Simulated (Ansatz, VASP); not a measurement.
# PtSe2: VASP beside Ansatz, part 2 of 2

Wanted: the spread between two codes on one cell, functional and k mesh. The structure shown is the start of the Ansatz relaxation below; VASP solves that cell, so the two are compared at the walk's first step.

VASP 6.6.1 and Ansatz 0.2.0.

So far. Step 4 (Side by side): The forces differ by 0.9 meV/Å r.m.s., which is 0.6 % of the r.m.s. force of 0.153 eV/Å (both taken over all components). With vacuum in the cell, a pressure given here is an average over mostly empty space and none of the material.

### 5. Ansatz: relaxation, PBE with D3(BJ)

Level of this step: Ansatz beside VASP: Kohn-Sham DFT, plane waves, PBE with D3(BJ) (Ansatz).

The two programs are compared at the cell with which this relaxation starts, whose forces are those of its first step.

The structure compared here is the start of the Ansatz relaxation; VASP solves that cell, so the two are compared at the walk's first step.

File input.yaml:

```yaml
crystal:
  lattice:
    - [3.75, 0.0, 0.0]
    - [-1.875, 3.2475952642, 0.0]
    - [0.0, 0.0, 43.9]
  atoms:
    - { symbol: Pt, position: [0.0, 0.0, 0.4348519362] }
    - { symbol: Se, position: [0.3333333333, 0.6666666667, 0.4646924829] }
    - { symbol: Se, position: [0.6666666667, 0.3333333333, 0.4050113895] }
    - { symbol: Pt, position: [0.3333333333, 0.6666666667, 0.5651480638] }
    - { symbol: Se, position: [0.6666666667, 0.3333333333, 0.5949886105] }
    - { symbol: Se, position: [0.0, 0.0, 0.5353075171] }
  periodic: [true, true, false]
kpoints:
  mp_grid: { grid: [6, 6, 1] }
hamiltonian:
  xc: pbe
  dispersion: d3bj
  pseudopotentials: { kind: paw, azcp: { folder: soft_1 } }
scf:
  occupations: { method: fermi_dirac, width: 0.02 }
relax:
  f_tol: 0.01
  max_steps: 100
  cell: {}
```

Command:

```
$ ansatz run input.yaml --threads 3 --pin off --max-ram 92160MiB --backend cuda --events-out ev --progress --plain --runs-dir out --devices 1 --max-vram 13GiB
```

Numbers of over 12 decimals in the logs are rounded to 6 here.

The log of the run:

```text
GPUs: using 1 of 1 available (devices: 1).
[...]
GPU FFT provider: cuFFT
GPU libraries: cuBLAS 13.8.2, cuFFT 12.4.0, cuSOLVER 12.3.4
Crystal: 6 atoms, lattice volume = 534.635 Å³
Basis set: ecut = 420 eV, 10527 PW (Γ), exchange–correlation on 54×54×600 points (8 copies of the dense FFT grid, shifted against one another)
[...]
- [-1.854844, 3.212683, 0]
    - [0, 0, 43.9]
  atoms:
    - { symbol: Pt, position: [3.3027230644979703e-18, 9.436351612851325e-19, 0.436738] }
    - { symbol: Se, position: [0.333333, 0.666667, 0.466751] }
    - { symbol: Se, position: [0.666667, 0.333333, 0.406527] }
    - { symbol: Pt, position: [0.333333, 0.666667, 0.563262] }
    - { symbol: Se, position: [0.666667, 0.333333, 0.593473] }
    - { symbol: Se, position: [-3.604723786712753e-18, -1.0299210819179349e-18, 0.533249] }
[key lines of the parts left out:]
SCF converged after 8 iterations
Free energy (F): -46930.241039 eV
Fermi energy:    -4.746759 eV
P = ½ c Tr σ = -0.0018 N/m
```

### 6. VASP: single point, PBE with D3(BJ), start cell, pair 2

The same cell, functional, mesh and smearing now go to VASP, with its own data sets.

File INCAR:

```
SYSTEM = PtSe2
PREC = Accurate
ENCUT = 400
EDIFF = 1E-06
NELM = 120
ISMEAR = -1
SIGMA = 0.02
LREAL = .FALSE.
ALGO = Normal
GGA = PE
IVDW = 12
NBANDS = 28
LASPH = .TRUE.
LORBIT = 11
LWAVE = .FALSE.
LCHARG = .FALSE.
ISIF = 2
LDIPOL = .TRUE.
IDIPOL = 3
DIPOL = 0.5 0.5 0.5
LVHAR = .TRUE.
GGA_COMPAT = .FALSE.
EFERMI = MIDGAP
NELMDL = -8
KPAR = 2
```

File POSCAR:

```
PtSe2
1.0
    3.7500000000      0.0000000000      0.0000000000
   -1.8750000000      3.2475950000      0.0000000000
    0.0000000000      0.0000000000     43.9000000000
Pt Se
2 4
Direct
    0.0000000000      0.0000000000      0.4348519362
    0.3333334360      0.6666668719      0.5651480638
    0.3333334360      0.6666668719      0.4646924829
    0.6666667180      0.3333334360      0.4050113895
    0.6666667180      0.3333334360      0.5949886105
    0.0000000000      0.0000000000      0.5353075171
```

File KPOINTS:

```
Automatic mesh
0
Gamma
6 6 1
0 0 0
```

Potentials, in the order of the species: Pt and Se (PBE family, release 64).

Command:

```
$ mpirun -np 2 vasp_std
```

The log of the run:

```text
[... set-up lines as in an earlier step ...]
 entering main loop
       N       E                     dE             d eps       ncg     rms          rms(c)
DAV:   1     0.341542345233E+03    0.34154E+03   -0.12757E+04   392   0.936E+02
DAV:   2     0.157500803699E+02   -0.32579E+03   -0.31586E+03   616   0.192E+02
DAV:   3    -0.291814479310E+02   -0.44932E+02   -0.44321E+02   484   0.835E+01
DAV:   4    -0.302326470359E+02   -0.10512E+01   -0.10354E+01   496   0.143E+01
[...]
DAV:  23    -0.285637233289E+02   -0.64458E-05   -0.84258E-07   292   0.372E-03    0.206E-03
DAV:  24    -0.285637306250E+02   -0.72961E-05   -0.53655E-07   284   0.197E-03    0.104E-03
DAV:  25    -0.285637312635E+02   -0.63852E-06   -0.31063E-08   256   0.694E-04
   1 F= -.30661135E+02 E0= -.30661135E+02  d E =-.901745E-12
```

From OUTCAR (step 6):

```text
 Edisp (eV)   -2.09740

  Total      -2.13528    -2.13528    -1.00823    -0.00000     0.00000     0.00000
  in kB      -6.39893    -6.39892    -3.02142    -0.00000     0.00000     0.00000
  external pressure =       -5.27 kB  Pullay stress =        0.00 kB

 POSITION                                       TOTAL-FORCE (eV/Angst)
 -----------------------------------------------------------------------------------
      0.00000      0.00000     19.09000        -0.000000      0.000000      0.075041
      0.00000      2.16506     24.81000         0.000000      0.000000     -0.075041
      0.00000      2.16506     20.40000         0.000000      0.000000     -0.085751
      1.87500      1.08253     17.78000         0.000000     -0.000000      0.095611
      1.87500      1.08253     26.12000        -0.000000      0.000000     -0.095611
      0.00000      0.00000     23.50000         0.000000      0.000000      0.085751
 -----------------------------------------------------------------------------------
    total drift:                               -0.000000     -0.000621     -0.000196

  FREE ENERGIE OF THE ION-ELECTRON SYSTEM (eV)
  ---------------------------------------------------
  free  energy   TOTEN  =       -30.6611347627 eV

  energy  without entropy=      -30.6611347627  energy(sigma->0) =      -30.66113476

[... 2 parts as in an earlier step ...]

[... 1 further part left out ...]
[key lines of the parts left out:]
E-fermi :  -2.2550
```

### 7. Side by side

What differs besides the data sets and the points named for the pairs above, as far as they apply: the data sets hold 100 valence electrons in Ansatz (on its PAW soft_1 files) and 44 in VASP. Total energies have different zeros and are not compared.

Forces (eV/Å; atoms numbered as in POSCAR):

```
atom        Ansatz x, y, z          VASP x, y, z
 Pt1   0.000, 0.000, 0.075   0.000, 0.000, 0.075
 Pt2  0.000, 0.000, -0.075  0.000, 0.000, -0.075
 Se3  0.000, 0.000, -0.085  0.000, 0.000, -0.086
 Se4   0.000, 0.000, 0.095   0.000, 0.000, 0.096
 Se5  0.000, 0.000, -0.095  0.000, 0.000, -0.096
 Se6   0.000, 0.000, 0.085   0.000, 0.000, 0.086
```

The forces differ by 0.3 meV/Å r.m.s., which is 0.6 % of the r.m.s. force of 0.050 eV/Å (both taken over all components). With vacuum in the cell, a pressure given here is an average over mostly empty space and none of the material.

### 8. Ansatz: relaxation, PBE with D3(BJ)

The two programs are compared at the cell with which this relaxation starts, whose forces are those of its first step.

The structure compared here is the start of the Ansatz relaxation; VASP solves that cell, so the two are compared at the walk's first step.

input.yaml, the sections that differ from step 5:

```yaml
crystal:
  lattice:
    - [3.75, 0.0, 0.0]
    - [-1.875, 3.2475952642, 0.0]
    - [0.0, 0.0, 43.9]
  atoms:
    - { symbol: Pt, position: [0.0, 0.0, 0.4348519362] }
    - { symbol: Se, position: [0.3333333333, 0.6666666667, 0.4646924829] }
    - { symbol: Se, position: [0.6666666667, 0.3333333333, 0.4050113895] }
    - { symbol: Pt, position: [0.3333333333, 0.6666666667, 0.5651480638] }
    - { symbol: Se, position: [0.0, 0.0, 0.5949886105] }
    - { symbol: Se, position: [0.6666666667, 0.3333333333, 0.5353075171] }
  periodic: [true, true, false]
output:
  write_density: true
  write_potential: true
  elf: true
  volumetric_format: npy
# kpoints, hamiltonian, scf, relax: as in step 5
```

Command:

```
$ ansatz run input.yaml --threads 3 --pin off --max-ram 92160MiB --backend cuda --events-out ev --progress --plain --runs-dir out --devices 1 --max-vram 13GiB
```

The log of the run:

```text
GPUs: using 1 of 1 available (devices: 1).
[...]
GPU FFT provider: cuFFT
GPU libraries: cuBLAS 13.8.2, cuFFT 12.4.0, cuSOLVER 12.3.4
Crystal: 6 atoms, lattice volume = 534.635 Å³
Basis set: ecut = 420 eV, 10527 PW (Γ), exchange–correlation on 54×54×600 points (8 copies of the dense FFT grid, shifted against one another)
[...]
- [3.721658, 0, 0]
    - [-1.860829, 3.223051, 0]
    - [0, 0, 43.9]
  atoms:
    - { symbol: Pt, position: [9.694356678805842e-18, 2.7698161939445258e-18, 0.440389] }
    - { symbol: Se, position: [0.333333, 0.666667, 0.470071] }
    - { symbol: Se, position: [0.666667, 0.333333, 0.410290] }
    - { symbol: Pt, position: [0.333333, 0.666667, 0.559677] }
    - { symbol: Se, position: [-9.149724331520076e-18, -2.614206951862883e-18, 0.589763] }
    - { symbol: Se, position: [0.666667, 0.333333, 0.529811] }
[key lines of the parts left out:]
SCF converged after 8 iterations
Free energy (F): -46930.307909 eV
Fermi energy:    -4.722050 eV
P = ½ c Tr σ = -0.0046 N/m
```

### 9. VASP: single point, PBE with D3(BJ), start cell, pair 3

The same cell, functional, mesh and smearing now go to VASP, with its own data sets.

INCAR is that of step 6.

Changes to POSCAR since step 6:

```diff
@@ -12,3 +12,3 @@
     0.6666667180      0.3333334360      0.4050113895
-    0.6666667180      0.3333334360      0.5949886105
-    0.0000000000      0.0000000000      0.5353075171
+    0.0000000000      0.0000000000      0.5949886105
+    0.6666667180      0.3333334360      0.5353075171
```

KPOINTS is that of step 6.

Command:

```
$ mpirun -np 2 vasp_std
```

The log of the run:

```text
[... set-up lines as in an earlier step ...]
 entering main loop
       N       E                     dE             d eps       ncg     rms          rms(c)
DAV:   1     0.340705910214E+03    0.34071E+03   -0.12769E+04   392   0.936E+02
DAV:   2     0.163933320150E+02   -0.32431E+03   -0.31312E+03   632   0.192E+02
DAV:   3    -0.292225089135E+02   -0.45616E+02   -0.44627E+02   484   0.838E+01
DAV:   4    -0.302474881283E+02   -0.10250E+01   -0.10120E+01   484   0.144E+01
[...]
DAV:  27    -0.285901223564E+02   -0.16583E-05   -0.27275E-08   248   0.570E-04    0.370E-04
DAV:  28    -0.285901234324E+02   -0.10760E-05   -0.27344E-08   244   0.493E-04    0.239E-04
DAV:  29    -0.285901237231E+02   -0.29067E-06   -0.72819E-09   240   0.226E-04
   1 F= -.30688314E+02 E0= -.30688314E+02  d E =-.420812E-12
```

OUTCAR, selected parts (step 9):

```text
 Edisp (eV)   -2.09819

  Total      -2.06508    -2.06508    -1.37178     0.00000    -0.00000     0.00000
  in kB      -6.18856    -6.18856    -4.11092     0.00000    -0.00000     0.00000
  external pressure =       -5.50 kB  Pullay stress =        0.00 kB

 POSITION                                       TOTAL-FORCE (eV/Angst)
 -----------------------------------------------------------------------------------
      0.00000      0.00000     19.09000        -0.000000      0.000000      0.119138
      0.00000      2.16506     24.81000        -0.000000     -0.000000     -0.089007
      0.00000      2.16506     20.40000         0.000000      0.000000     -0.052015
      1.87500      1.08253     17.78000        -0.000000      0.000000      0.099966
      0.00000      0.00000     26.12000        -0.000000      0.000000     -0.103089
      1.87500      1.08253     23.50000         0.000000     -0.000000      0.025007
 -----------------------------------------------------------------------------------
    total drift:                               -0.000000     -0.000620     -0.000145

  FREE ENERGIE OF THE ION-ELECTRON SYSTEM (eV)
  ---------------------------------------------------
  free  energy   TOTEN  =       -30.6883142153 eV

  energy  without entropy=      -30.6883142153  energy(sigma->0) =      -30.68831422

[... 2 parts as in an earlier step ...]

[... 1 further part left out ...]
[key lines of the parts left out:]
E-fermi :  -2.2382
```

### 10. Comparison

What differs besides the data sets and the points named for the pairs above, as far as they apply: the data sets hold 100 valence electrons in Ansatz (on its PAW soft_1 files) and 44 in VASP. Total energies have different zeros and are not compared.

Forces (eV/Å; atoms numbered as in POSCAR):

```
atom        Ansatz x, y, z          VASP x, y, z
 Pt1   0.000, 0.000, 0.120   0.000, 0.000, 0.119
 Pt2  0.000, 0.000, -0.090  0.000, 0.000, -0.089
 Se3  0.000, 0.000, -0.052  0.000, 0.000, -0.052
 Se4   0.000, 0.000, 0.099   0.000, 0.000, 0.100
 Se5  0.000, 0.000, -0.102  0.000, 0.000, -0.103
 Se6   0.000, 0.000, 0.025   0.000, 0.000, 0.025
```

The forces differ by 0.3 meV/Å r.m.s., which is 0.6 % of the r.m.s. force of 0.051 eV/Å (both taken over all components). With vacuum in the cell, a pressure given here is an average over mostly empty space and none of the material.

### 11. Summary of results

| Item | Value |
| --- | --- |
| r.m.s. force difference (single point, PBE with D3(BJ), start cell, pair 1) | 0.93 meV/Å |
| r.m.s. force difference (single point, PBE with D3(BJ), start cell, pair 2) | 0.32 meV/Å |
| r.m.s. force difference (single point, PBE with D3(BJ), start cell, pair 3) | 0.32 meV/Å |

The r.m.s. force difference is 0.93 meV/Å (single point, PBE with D3(BJ), start cell, pair 1), within the 12 meV/Å picked in this series as the mark of a large difference. The data sets hold unlike numbers of valence electrons (100 in Ansatz and 44 in VASP), so part of the differences comes from the potentials. 3 further runs of this series are not shown here. Such differences can come from data sets, numerical settings and the points named under the comparisons, not from the functional's error against experiment.

[Lines on the potential files, build, host, timing and source positions are cut from VASP's logs without a mark.]

[Logs are printed without paths, hosts, clocks, repeated set-up lines and the standing remarks that a program may print on its own settings, such as how far it seeks lower states.]

[Hosts, paths, dates, database ids (printed as entryN), source tags and the programs' standing remarks are cut or masked in the printed files.]
